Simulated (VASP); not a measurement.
Consider the following.

```xyz
6
Lattice="-1.9312 1.9312 4.8659 1.9312 -1.9312 4.8659 1.9312 1.9312 -4.8659" Properties=species:S:1:pos:R:3 pbc="T T T"
Ti     0.0000     1.9312     2.4329
Ti     0.0000     0.0000     0.0000
O      0.0000     1.9312     0.4059
O      1.9312     1.9312     2.8388
O      0.0000     0.0000     2.0271
O      0.0000     1.9312     4.4600
```

These are vdW-DF-cx, VASP's PBE PAW potentials (set 64) (plane waves; VASP) values and carry that method's errors. Numerical set-up: 520 eV cut-off, 8×8×8 Γ-centred mesh, Gaussian smearing of 0.050 eV, potentials Ti_sv O.

### Question
The ions and cell shape at fixed volume are relaxed. Predict the relaxed structure.

### Answer

```xyz
6
Lattice="-1.9162 1.9162 4.9421 1.9162 -1.9162 4.9421 1.9162 1.9162 -4.9421" Properties=species:S:1:pos:R:3 pbc="T T T"
Ti     0.0000     1.9162     2.4711
Ti     0.0000     0.0000     0.0000
O      0.0000     1.9162     0.4523
O      0.0000     0.0000     7.8654
O      0.0000     0.0000     2.0188
O      0.0000     1.9162     4.4898
```
Space group I4_1/amd (141), at a tolerance of 0.03 Å.

### Question
How much energy does the relaxation gain?

### Answer
The energy (σ→0) changes by -3.5 meV/atom, in 6 ionic steps.

The compound is TiO2 in the anatase structure, one of several forms; rutile is the usual stable one. This cell is one point of a volume scan, at 1.06 of the reference volume. Symmetry was kept, so distortions that lower it aren't found.
